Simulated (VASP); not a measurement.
Given:

```
CELL_PARAMETERS angstrom
      4.14130     0.00000     0.00000
      0.00000     4.14130     0.00000
      0.00000     0.00000     4.14130
ATOMIC_POSITIONS crystal
  Ti 0.50000 0.50000 0.00000
  Ti 0.00000 0.50000 0.50000
  Ti 0.50000 0.00000 0.50000
  Al 0.00000 0.00000 0.00000
  C  0.50000 0.50000 0.50000
```

Method: PBEsol GGA, VASP's PBE PAW potentials (set 64) (plane waves; VASP). Run with 520 eV cut-off, Gaussian smearing of 0.050 eV, potentials Ti_sv Al C.

**Question.** Give the energies of bands 14 to 24 at the high-symmetry points, in eV from the Fermi level.

**Answer.** 
```tsv
band	Γ	X	M	R
14	-6.97	-6.36	-5.16	-5.32
15	-1.85	-3.79	-5.16	-5.32
16	-1.85	-3.48	-5.03	-5.32
17	-1.85	-2.59	-3.24	-5.16
18	-1.81	-2.59	-2.30	-1.47
19	-1.81	-1.52	-2.30	-1.47
20	-1.54	-1.52	-1.60	-1.47
21	-1.54	-1.05	0.16	0.11
22	-1.54	-0.55	0.16	0.11
23	1.44	0.71	0.49	0.11
24	1.44	0.73	0.49	0.49
```

It has no gap at this level: it comes out as a metal or semimetal.

The structure comes from a computed database's Ti3AlC entry (Pm-3m); how it stands against other phases isn't given here. It was relaxed first. The electron count is odd and the run is not spin-polarised, which forces a metal.
